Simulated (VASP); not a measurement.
A run of VASP 6.6.1 is set up as follows.

The input INCAR:

```
PREC = Accurate
ENCUT = 520
EDIFF = 1E-7
ISMEAR = 1
SIGMA = 0.2
LREAL = False
LASPH = True
NELM = 80
ALGO = Fast
ISIF = 3
LWAVE = False
LCHARG = False
GGA = PE
IBRION = 2
NSW = 80
EDIFFG = -0.002
PSTRESS = 220.0
```

The input KPOINTS:

```
Automatic mesh
0
Gamma
  18 18 18
```

File POSCAR:

```
Mo
1.0
   -1.5734150000      1.5734150000      1.5734150000
    1.5734150000     -1.5734150000      1.5734150000
    1.5734150000      1.5734150000     -1.5734150000
Mo
1
Direct
    0.0000000000      0.0000000000      0.0000000000
```

Potentials or basis: VASP PAW PBE potentials, release 64 (Mo_sv).

Run with:

```console
$ cat potpaw_PBE.64/Mo_sv/POTCAR > POTCAR
$ mpirun -np 1 vasp_std > vasp.out
```

Problem. Predict the relaxed volume.

Solution. 14.71 Å³/atom.

Problem. Estimate the relaxed cell.

Solution. a = 2.673 Å, b = 2.673 Å, c = 2.673 Å, α = 109.47°, β = 109.47°, γ = 109.47°.

Step by step:
```
step  energy change (eV)  largest force (eV/Å)  pressure (GPa)  volume (Å³)
   1              0.0000                0.0000            4.01        15.58
   2              1.2270                0.0000          128.67        11.96
   3              0.0570                0.0000           19.98        14.79
   4              0.0661                0.0000           21.62        14.73
   5              0.0683                0.0000           22.02        14.71
```

Caveat: the cell is relaxed towards a set pressure, so the enthalpy falls and the energy may rise.
